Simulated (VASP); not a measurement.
A cell of Ti (hcp) near equilibrium:

```
Ti
1.0
    1.44487    -2.50259     0.00000
    1.44487     2.50259     0.00000
    0.00000     0.00000     4.58500
Ti
2
Direct
  0.33333   0.66667   0.25000
  0.66667   0.33333   0.75000
```

The numbers are results of PBEsol GGA, VASP's PBE PAW potentials (set 64) (plane waves; VASP), not measurements.

```csv
run,ΔE (meV/atom),σxx,σyy,σzz,"largest shear component, with its sign (GPa)",largest force (eV/Å)
as it is,0.0,0.71,0.71,0.44,0.00,0.000
after one change,16.3,-5.74,-5.74,-6.19,0.00,0.000
```
Stress is in GPa, positive when the cell is compressed.

Q: Name the change that produced these shifts.
(A) atom 1 (Ti) moved by 0.100 Å along x
(B) atom 2 (Ti) moved by -0.050 Å along x
(C) atom 1 (Ti) moved by -0.100 Å along z
(D) isotropic strain of +2.0 %

A: D, isotropic strain of +2.0 %

The compound is Ti in the hcp structure.
